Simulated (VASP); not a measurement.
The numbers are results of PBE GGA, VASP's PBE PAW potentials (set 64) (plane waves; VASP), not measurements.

Input for VASP

INCAR:
```
ISIF=3
LWAVE=.False.
NSW=50   # most ionic steps
LMAXMIX=4   # l cut-off of mixed one-centre charges
PREC=Accurate
LCHARG=.False.
IBRION=2
EDIFF=1E-6
LREAL=.False.   # projection in real space or not
ISMEAR=-1   # Fermi-Dirac
SIGMA=0.1   # width (eV)
SYSTEM=SrVO3
ENCUT=400   # plane-wave cut-off (eV)
EDIFFG=-0.01   # ionic stop
NELM=100   # most electronic steps
ALGO=Normal
LASPH=.True.   # aspherical one-centre terms
GGA=PE
```

POSCAR:
```
SrVO3
1
    3.7843200000     0.0000000000     0.0000000000
    0.0000000000     3.7843200000     0.0000000000
    0.0000000000     0.0000000000     3.7843200000
Sr V O
1 1 3
Direct
  0.0000000000   0.0000000000   0.0000000000
  0.5000000000   0.5000000000   0.5000000000
  0.5000000000   0.0000000000   0.5000000000
  0.0000000000   0.5000000000   0.5000000000
  0.5000000000   0.5000000000   0.0000000000
```

**KPOINTS**
```
Automatic
0
gamma
  9 9 9
```

POTCAR, in this order: Sr_sv V_sv O (PBE.64 set). Program: vasp_std.

Output

File OSZICAR:
```
       N       E                     dE             d eps       ncg     rms          rms(c)
DAV:   1     0.389667487316E+03    0.38967E+03   -0.21044E+04  1688   0.148E+03
DAV:   2    -0.287367681755E+02   -0.41840E+03   -0.41414E+03  2200   0.443E+02
DAV:   3    -0.488386225973E+02   -0.20102E+02   -0.19950E+02  1768   0.110E+02
DAV:   4    -0.494321168879E+02   -0.59349E+00   -0.59288E+00  2992   0.164E+01
DAV:   5    -0.494361139441E+02   -0.39971E-02   -0.39918E-02  1960   0.112E+00    0.424E+01
DAV:   6    -0.405372738571E+02    0.88988E+01   -0.89425E+01  2296   0.746E+01    0.187E+01
DAV:   7    -0.397848756170E+02    0.75240E+00   -0.26298E+01  1952   0.470E+01    0.188E+01
DAV:   8    -0.392094514795E+02    0.57542E+00   -0.34116E+00  1832   0.174E+01    0.302E+00
DAV:   9    -0.392305406700E+02   -0.21089E-01   -0.18167E-01  2408   0.253E+00    0.144E+00
DAV:  10    -0.392239523719E+02    0.65883E-02   -0.10991E-01  1832   0.321E+00    0.494E-01
DAV:  11    -0.392215627594E+02    0.23896E-02   -0.16086E-02  1768   0.112E+00    0.141E-01
DAV:  12    -0.392216468261E+02   -0.84067E-04   -0.89720E-04  2040   0.260E-01    0.793E-02
DAV:  13    -0.392216295573E+02    0.17269E-04   -0.16386E-04  1960   0.107E-01    0.924E-03
DAV:  14    -0.392216315819E+02   -0.20247E-05   -0.14376E-05  2400   0.234E-02    0.101E-02
DAV:  15    -0.392216313256E+02    0.25636E-06   -0.14229E-06   920   0.884E-03
   1 F= -.39221631E+02 E0= -.39190588E+02  d E =-.392216E+02
       N       E                     dE             d eps       ncg     rms          rms(c)
DAV:   1    -0.409837833411E+02   -0.17622E+01   -0.45056E+01  1712   0.703E+01    0.151E+01
DAV:   2    -0.399337261253E+02    0.10501E+01   -0.12183E+01  1768   0.357E+01    0.641E+00
DAV:   3    -0.392540001667E+02    0.67973E+00   -0.36087E+00  1768   0.151E+01    0.331E+00
DAV:   4    -0.391847178142E+02    0.69282E-01   -0.33125E-01  2024   0.512E+00    0.172E+00
DAV:   5    -0.391787216165E+02    0.59962E-02   -0.50281E-02  2288   0.138E+00    0.135E+00
DAV:   6    -0.391815712020E+02   -0.28496E-02   -0.38273E-02  2320   0.133E+00    0.616E-01
DAV:   7    -0.391799320692E+02    0.16391E-02   -0.21044E-02  2112   0.110E+00    0.220E-01
DAV:   8    -0.391798466154E+02    0.85454E-04   -0.32929E-03  2208   0.526E-01    0.989E-02
DAV:   9    -0.391797769982E+02    0.69617E-04   -0.43431E-04  1976   0.190E-01    0.137E-02
DAV:  10    -0.391797779537E+02   -0.95552E-06   -0.23297E-05  2264   0.307E-02    0.905E-03
DAV:  11    -0.391797772795E+02    0.67422E-06   -0.36824E-06  1408   0.191E-02
   2 F= -.39179777E+02 E0= -.39146654E+02  d E =0.418540E-01
       N       E                     dE             d eps       ncg     rms          rms(c)
DAV:   1    -0.398762157405E+02   -0.69644E+00   -0.15798E+01  1712   0.406E+01    0.906E+00
DAV:   2    -0.393620311590E+02    0.51418E+00   -0.23026E+00  1784   0.153E+01    0.244E+00
DAV:   3    -0.392957772955E+02    0.66254E-01   -0.80924E-01  1800   0.689E+00    0.213E+00
DAV:   4    -0.392575139064E+02    0.38263E-01   -0.17127E-01  2152   0.408E+00    0.647E-01
DAV:   5    -0.392564422255E+02    0.10717E-02   -0.15650E-02  2464   0.795E-01    0.566E-01
DAV:   6    -0.392571404322E+02   -0.69821E-03   -0.53983E-03  2136   0.426E-01    0.287E-01
DAV:   7    -0.392572435634E+02   -0.10313E-03   -0.22234E-03  2584   0.262E-01    0.459E-02
DAV:   8    -0.392572621057E+02   -0.18542E-04   -0.11117E-04  2544   0.639E-02    0.222E-02
DAV:   9    -0.392572636329E+02   -0.15272E-05   -0.13085E-05  2176   0.241E-02    0.439E-03
DAV:  10    -0.392572633379E+02    0.29507E-06   -0.15455E-06  1096   0.786E-03
   3 F= -.39257263E+02 E0= -.39225433E+02  d E =-.356320E-01
```

File OUTCAR:
```
------------------------ aborting loop because EDIFF is reached ----------------------------------------
  FORCE on cell =-STRESS in cart. coord.  units (eV):
  Direction    XX          YY          ZZ          XY          YZ          ZX
  --------------------------------------------------------------------------------------
  Total       -0.0217908     -0.0217908     -0.0217908      0.0000000     -0.0000000     -0.0000000
  in kB       -0.6257401     -0.6257401     -0.6257401      0.0000000     -0.0000000     -0.0000000
  external PRESSURE =      -0.6257401 kB  Pullay stress =       0.0000000 kB
  volume of cell :       55.79
      direct lattice vectors                 reciprocal lattice vectors
     3.821169279  0.000000000 -0.000000000     0.261700000 -0.000000000  0.000000000
     0.000000000  3.821169279  0.000000000    -0.000000000  0.261700000 -0.000000000
    -0.000000000  0.000000000  3.821169279     0.000000000 -0.000000000  0.261700000
 POSITION                                       TOTAL-FORCE (eV/Angst)
 -----------------------------------------------------------------------------------
      0.00000      0.00000      0.00000         0.000000      0.000000      0.000000
      1.91058      1.91058      1.91058        -0.000000      0.000000      0.000000
      1.91058      0.00000      1.91058        -0.000000      0.000000      0.000000
     -0.00000      1.91058      1.91058         0.000000      0.000000      0.000000
      1.91058      1.91058     -0.00000         0.000000      0.000000      0.000000
 -----------------------------------------------------------------------------------
    total drift:                                0.000000      0.000000      0.000000
  FREE ENERGIE OF THE ION-ELECTRON SYSTEM (eV)
  ---------------------------------------------------
  free  energy   TOTEN  =       -39.2572633379 eV

  energy  without entropy=      -39.1936034437  energy(sigma->0) =      -39.22543339

 reached required accuracy - stopping structural energy minimisation
```
(Selected blocks of OUTCAR.)

CONTCAR:
```
SrVO3
   1.00000000000000
     3.8211692785085285    0.0000000000000000   -0.0000000000000000
     0.0000000000000000    3.8211692785085285    0.0000000000000000
    -0.0000000000000000    0.0000000000000000    3.8211692785085285
  Sr              V               O
     1     1     3
Direct
     0.0000000000000000    0.0000000000000000    0.0000000000000000
     0.5000000000000000    0.5000000000000000    0.5000000000000000
     0.5000000000000000    0.0000000000000000    0.5000000000000000
     0.0000000000000000    0.5000000000000000    0.5000000000000000
     0.5000000000000000    0.5000000000000000    0.0000000000000000
```

At this cut-off the stress carries a Pulay error, which pulls relaxed volumes low. Energy and stress use the plane-wave basis of the starting cell.

The structure is a typed SrVO3 crystal (Pm-3m). This run relaxes it. Symmetry was kept, so distortions that lower it aren't found. The run is one of a series of settings (EDIFFG = -0.01, IBRION = 2, ISIF = 3, NSW = 50 against the base run), some of them coarse on purpose. The run is not spin-polarised, so no magnetic state was tried. The electron count is odd and the run is not spin-polarised, which forces a metal.
